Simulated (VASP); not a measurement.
Runs of VASP 6.6.1 on MgOSiH4. The cell holds a molecule in a box, 7 atoms: a = 15.000 Å, b = 12.000 Å, c = 12.000 Å, α = 90.00°, β = 90.00°, γ = 90.00°. 

| task | level | potentials or basis | cell | cutoff (eV) | grid for exact exchange (PRECFOCK) | screening parameter | gap on the mesh (eV) | largest force (eV/Å) |
| --- | --- | --- | --- | --- | --- | --- | --- | --- |
| single point | PBE | VASP PAW PBE potentials, release 64 (Mg, O, Si, H) | as given | 520 | - | - | 4.90 | 0.36 |
| relaxation of the atoms | PBE | VASP PAW PBE potentials, release 64 (Mg, O, Si, H) | atoms relaxed from: atoms moved at random, drawn with an rms of 0.02 Å | 520 | - | - | 4.86 | 0.02 |
| single point | HSE06+TS | VASP PAW PBE potentials, release 64 (Mg, O_h, Si, H_h) | as given | 900 | Fast | 0.2 1/A | (a) | 0.13 |
| electron localisation function | PBE | VASP PAW PBE potentials, release 64 (Mg, O, Si, H) | as given | 520 | - | - | 4.90 | 0.36 |
| single point | PBE | VASP PAW PBE potentials, release 64 (Mg, O, Si, H) | atoms moved at random, drawn with an rms of 0.05 Å | 520 | - | - | 4.68 | 1.25 |
| atomic charges | PBE+TS | VASP PAW PBE potentials, release 64 (Mg, O, Si, H) | as given | 520 | - | - | 4.90 | 0.40 |

Alike in all rows: no spin polarisation; k mesh 1 × 1 × 1; smearing gaussian 0.01 eV.

**Question.** Estimate the missing entries.

**Answer.** (a) 6.29.

Caveats: the PAW data sets were made with another functional, which shifts forces and pressure a little (some runs).

